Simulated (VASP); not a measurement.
Here is the system:

```
CELL_PARAMETERS angstrom
      1.56762    -2.71520     0.00000
      1.56762     2.71520     0.00000
      0.00000     0.00000     5.01592
ATOMIC_POSITIONS crystal
  Hf 0.00000 0.00000 0.00000
  S  0.33333 0.66667 0.31115
  S  0.66667 0.33333 0.68885
```

Computed with PBEsol GGA, VASP's PBE PAW potentials (set 64) (plane waves; VASP). Run with 500 eV cut-off, 11×11×6 Γ-centred mesh, first-order Methfessel-Paxton smearing of 0.10 eV, potentials Hf_pv S.

Without a dispersion term in the relaxation, distances and binding between the weakly bound layers, chains or molecules are unreliable, and so is what depends on them. Unless said otherwise, spin-orbit coupling is left out, though it shifts the bands of the heavy elements here.

Question: What does the run give for the energy per atom (σ→0), pressure, band gap (on the k-mesh) with the smallest direct gap where there is one?

Answer: 
```yaml
band gap (on the k-mesh): none (metal, semimetal or under 0.01 eV)
energy per atom (σ→0): -7314 meV/atom
pressure: 45.14 GPa
```

The absolute energy has meaning only against runs of the same code, potentials and settings.

The compound is HfS2 in the 1T layered structure. It was relaxed first under an external pressure of 45 GPa.
